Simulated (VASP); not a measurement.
An input for Ansatz (written as the equivalent of a VASP run, and not itself run):

Ansatz 0.2 input:
```yaml
crystal:
  lattice:
    - [1.5254313, -2.6421245, 0.0000000]
    - [1.5254313, 2.6421245, 0.0000000]
    - [0.0000000, 0.0000000, 3.2428421]
  atoms:
    - { symbol: Ti, position: [0.0000000, 0.0000000, 0.0000000] }
    - { symbol: B, position: [0.3333330, 0.6666670, 0.5000000] }
    - { symbol: B, position: [0.6666670, 0.3333330, 0.5000000] }
kpoints:
  mp_grid: { grid: [10, 10, 9] }
hamiltonian:
  xc: rpbe
  pseudopotentials: { kind: paw }
scf:
  occupations: { method: methfessel_paxton, width: 0.1 }
  max_iter: 100
relax:
  max_steps: 60
  f_tol: 0.02
  cell: {}
output: { forces: true, stress: true, eigenvalues: true }
```

**Question.** Translate this input to VASP (INCAR, KPOINTS, POSCAR, choice of POTCAR).

**Answer.** Several could match; the one computed here: 
### KPOINTS
```
Automatic mesh
0
Gamma
10 10 9
0 0 0
```

INCAR:
```
SIGMA = 0.1   # width (eV)
GGA = RP
NELM = 100
EDIFF = 1E-6
LWAVE = .FALSE.
LASPH = .TRUE.
LREAL = .FALSE.   # projection in real space or not
LCHARG = .FALSE.
PREC = Accurate
IBRION = 2   # conjugate gradients
ALGO = Normal   # blocked Davidson
ISIF = 3
LMAXMIX = 4   # l cut-off of mixed one-centre charges
EDIFFG = -0.02   # ionic stop
SYSTEM = TiB2
ENCUT = 520   # plane-wave cut-off (eV)
NSW = 60   # most ionic steps
ISMEAR = 1   # Methfessel-Paxton
```

File POSCAR:
```
TiB2
1
    1.5254312765    -2.6421245015    -0.0000000000
    1.5254312765     2.6421245015     0.0000000000
    0.0000000000    -0.0000000000     3.2428421395
Ti B
1 2
Direct
  0.0000000000   0.0000000000   0.0000000000
  0.3333330000   0.6666670000   0.5000000000
  0.6666670000   0.3333330000   0.5000000000
```

POTCAR, in this order: Ti_sv B (PBE.64 set). Program: vasp_std.

What does not carry over: each code has its own PAW files, so the cut-off isn't converted (ENCUT is set for VASP's; basis.ecutwfc is left out, and Ansatz then takes the one that its files recommend); Ansatz stops its SCF on the density residual and VASP on the energy change (EDIFF).

The compound is TiB2 in the AlB2 type structure. This run relaxes it. Symmetry was kept, so distortions that lower it aren't found. The start is the result of an earlier pass.
